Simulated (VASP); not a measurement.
Input for VASP

### INCAR
```
! general
SYSTEM =CaS
PREC   =Accurate
ENCUT  =500   ! plane-wave cut-off (eV)
LREAL  =F
LASPH  =T   ! aspherical one-centre terms

! electronic loop
EDIFF  =1E-6
NELM   =100   ! most electronic steps
ALGO   =Normal   ! blocked Davidson

! smearing
ISMEAR =0   ! Gaussian
SIGMA  =0.05   ! width (eV)

! functional
GGA    =PS   ! PBEsol

! ions
IBRION =2
NSW    =40   ! most ionic steps
ISIF   =3   ! ions, shape and volume
EDIFFG =-0.02   ! ionic stop
PSTRESS=50

! output
LWAVE  =F
LCHARG =F
```

File KPOINTS:
```
Automatic mesh
0
Gamma
8 8 8
0 0 0
```

### POSCAR
```
CaS
1.0
  0.0000000000   2.8197609901   2.8197609901
  2.8197609901   0.0000000000   2.8197609901
  2.8197609901   2.8197609901   0.0000000000
Ca S
1 1
Direct
  0.0000000000   0.0000000000   0.0000000000
  0.5000000000   0.5000000000   0.5000000000
```

POTCAR, in this order: Ca_sv S (PBE.64 set). Program: vasp_std.

### Question
Write an equivalent input for Ansatz.

### Answer
One equivalent input (not run):
Ansatz 0.2 input:
```yaml
crystal:
  lattice:
    - [0.0000000, 2.8197610, 2.8197610]
    - [2.8197610, 0.0000000, 2.8197610]
    - [2.8197610, 2.8197610, 0.0000000]
  atoms:
    - { symbol: Ca, position: [0.0000000, 0.0000000, 0.0000000] }
    - { symbol: S, position: [0.5000000, 0.5000000, 0.5000000] }
kpoints:
  mp_grid: { grid: [8, 8, 8] }
hamiltonian:
  xc: pbesol
  pseudopotentials: { kind: paw }
scf:
  occupations: { method: gaussian, width: 0.05 }
  max_iter: 100
relax:
  max_steps: 40
  f_tol: 0.02
  cell: { p_target: 5 }
output: { forces: true, stress: true, eigenvalues: true }
```
What does not carry over: each code has its own PAW files, so the cut-off isn't converted (ENCUT is set for VASP's; basis.ecutwfc is left out, and Ansatz then takes the one that its files recommend); Ansatz stops its SCF on the density residual and VASP on the energy change (EDIFF).

The compound is CaS in the rock salt structure. This run relaxes it under an external pressure of 5 GPa. Symmetry was kept, so distortions that lower it aren't found.
